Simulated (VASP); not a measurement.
The system is Cd2S.

```
Cd S
1.0
     3.96267    0.00000    0.00000
    -1.98134    3.43177    0.00000
     0.00000    0.00000    5.80919
Cd S
2 1
Direct
  0.33333 0.66667 0.93272
  0.66667 0.33333 0.57873
  0.33333 0.66667 0.36571
```

The cell comes from a database or a generator and needn't be the stable form of this composition.

Base run:

| Property | Result |
| --- | --- |
| Program | VASP 6.6.1 |
| Functional | PBE |
| Potentials or basis | VASP PAW PBE potentials, release 64 (Cd, S) |
| Cutoff | 520 eV |
| k mesh | 8 × 8 × 5 |
| Occupations | fermi-dirac, width 0.05 eV |
| Spin | no spin polarisation |

Its results: band gap on the k mesh 0.23 eV, indirect (least direct gap 0.57 eV); pressure 0.1 GPa; largest force 0.053 eV/Å.

Task: The run is repeated on the same cell with these changes: functional from PBE to PBEsol. What comes out?

Result: Band gap on the k mesh 0.22 eV, indirect (least direct gap 0.56 eV); pressure -2.7 GPa; largest force 0.119 eV/Å.

PBEsol binds more tightly than PBE, so the same cell stands under less pressure.

Caveats: an odd mesh through Γ misses points on the zone boundary, where band edges often lie; the PAW data sets were made with another functional, which shifts forces and pressure a little (some runs).

Not every run made on this cell is shown here.
